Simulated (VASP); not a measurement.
```
CELL_PARAMETERS angstrom
      5.13333    -1.80392     0.01020
      5.13333     1.80392     0.01020
     -4.14513     0.00000     7.24206
ATOMIC_POSITIONS crystal
  Hf 0.15064 0.15064 0.18953
  Sb 0.85940 0.85940 0.47626
  Sb 0.15631 0.15631 0.54642
  Sb 0.39608 0.39608 0.09839
  Sb 0.59059 0.59059 0.88016
  Mo 0.84802 0.84802 0.80924
```

These are PBEsol GGA, VASP's PBE PAW potentials (set 64) (plane waves; VASP) values and carry that method's errors. Settings: 400 eV cut-off, 10×10×5 Γ-centred mesh, tetrahedra with Blöchl corrections, potentials Hf_pv Sb Mo_sv.

Unless said otherwise, spin-orbit coupling is left out, though it shifts the bands of the heavy elements here.

What does the run give for the energy per atom (σ→0), band gap (on the k-mesh) with the smallest direct gap where there is one?

| Quantity | Result |
|---|---|
| band gap (on the k-mesh) | none (metal, semimetal or under 0.01 eV) |
| energy per atom (σ→0) | -7.018 eV/atom |

Only differences to runs with the same potentials and settings are physical.

The structure comes from a computed database's HfSb4Mo entry (Cm); how it stands against other phases isn't given here. It was relaxed first.
